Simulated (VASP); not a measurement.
Calculation: HSE06 screened hybrid, VASP's PBE PAW potentials (set 64) (plane waves; VASP).

VASP ran on this input.

POSCAR:
```
Si63
1
   10.9370747000     0.0000000000     0.0000000000
    0.0000000000    10.9370747000     0.0000000000
    0.0000000000     0.0000000000    10.9370747000
Si
63
Direct
  0.5000220249   0.0005589295   0.0002104532
  0.6246121456   0.1257363699   0.1260137999
  0.7496786176   0.2503860724   0.0004165088
  0.8743623875   0.3756154883   0.1258574500
  0.7497409858   0.0001567966   0.2506644761
  0.8743788503   0.1258095559   0.3756829313
  0.0000235435   0.0000672413   0.0000973125
  0.1252203476   0.1251620075   0.1251999283
  0.2504497052   0.2504718433   0.9998909676
  0.3755319364   0.3753220085   0.1255581508
  0.5000358787   0.5000423747   0.0001240654
  0.6247644124   0.6246306157   0.1256579591
  0.7495691209   0.7496288805   0.9998618960
  0.8749176228   0.8748890936   0.1251984626
  0.2506349442   0.9999906181   0.2507470618
  0.3755293707   0.1258294401   0.3755615904
  0.5007191300   0.2522702718   0.2522984165
  0.6204813591   0.3796727493   0.3797173526
  0.7479911371   0.4994423420   0.2521800339
  0.8745211356   0.6245584732   0.3754288597
  0.4999744179   0.0002079175   0.5000545750
  0.6246424582   0.1256771551   0.6246057057
  0.7479538438   0.2521745846   0.4994730460
  0.8744930075   0.3753965156   0.6247159349
  0.7494398573   0.9998724562   0.7496052197
  0.8748342038   0.1251250181   0.8748913766
  0.0000143432   0.5000403275   0.0003486421
  0.1256280572   0.6245898869   0.1258666459
  0.2504438616   0.7497555728   0.0003618811
  0.3757094065   0.8747580061   0.1255909782
  0.9998703748   0.2504422549   0.2505294312
  0.1255826308   0.3754773392   0.3755160157
  0.2519428167   0.5004144373   0.2519576418
  0.3785059366   0.6217047482   0.3783592139
  0.4995889283   0.7483648865   0.2517620071
  0.6245554213   0.8744978022   0.3756111278
  0.9998792621   0.0003947492   0.5000652819
  0.1256519042   0.1255504068   0.6246021674
  0.2520006060   0.2520264253   0.5006804486
  0.3791072669   0.3792259264   0.6209354649
  0.6214502594   0.6212240508   0.6216904042
  0.7481678163   0.7481093859   0.5006602326
  0.8745160875   0.8746572062   0.6244846039
  0.2505719847   0.0001302586   0.7497005449
  0.3755687644   0.1257934313   0.8744432179
  0.4995646683   0.2520917100   0.7480772967
  0.6246708563   0.3753898653   0.8746756704
  0.7483045446   0.5004019047   0.7483881312
  0.8745180878   0.6243926277   0.8745237898
  0.0002274560   0.7497977999   0.2506569610
  0.1254806504   0.8747570298   0.3758134080
  0.9999895961   0.5000173698   0.5001161707
  0.1255996185   0.6246154111   0.6247357318
  0.2517434456   0.7482526108   0.4995337477
  0.3756056486   0.8744193073   0.6246655709
  0.0003099354   0.2505186660   0.7497532664
  0.1256383986   0.3757279874   0.8746929843
  0.2519671541   0.4994830234   0.7482828879
  0.3753207762   0.6246031868   0.8746095874
  0.5005140407   0.7482356804   0.7484736115
  0.6242695735   0.8747317780   0.8746853233
  0.9998909564   0.7496211843   0.7496211822
  0.1251374199   0.8749249359   0.8749201935
```

KPOINTS:
```
Automatic mesh
0
Gamma
1 1 1
0 0 0
```

### INCAR
```
SYSTEM = Si63
PREC = Normal
ENCUT = 400
EDIFF = 1E-5
NELM = 50
ALGO = Normal
LREAL = Auto
LASPH = .TRUE.
ISMEAR = 0
SIGMA = 0.05
GGA = PE
LWAVE = .FALSE.
LCHARG = .FALSE.
NELMIN = 4
ISYM = 0
NELECT = 253.0
ISPIN = 2
NUPDOWN = 3
MAGMOM = 63*0.0476
LORBIT = 10
HFSCREEN = 0.2
AEXX = 0.25
LHFCALC = .TRUE.
PRECFOCK = Fast
ISIF = 0
```

POTCAR, in this order: Si (PBE.64 set). Program: vasp_gam. Read from the step before: WAVECAR.

Question: What will the output report for the number of irreducible k-points (NKPTS), largest plane-wave count, FFT grid (NGX, NGY, NGZ)?

Answer: 
number of irreducible k-points (NKPTS): 1
largest plane-wave count: 11924
FFT grid (NGX, NGY, NGZ): 54 × 54 × 54

The cell is a supercell with a defect, built from Si (diamond): vac_Si, charge -1. The cell's shape comes from a PBE relaxation.
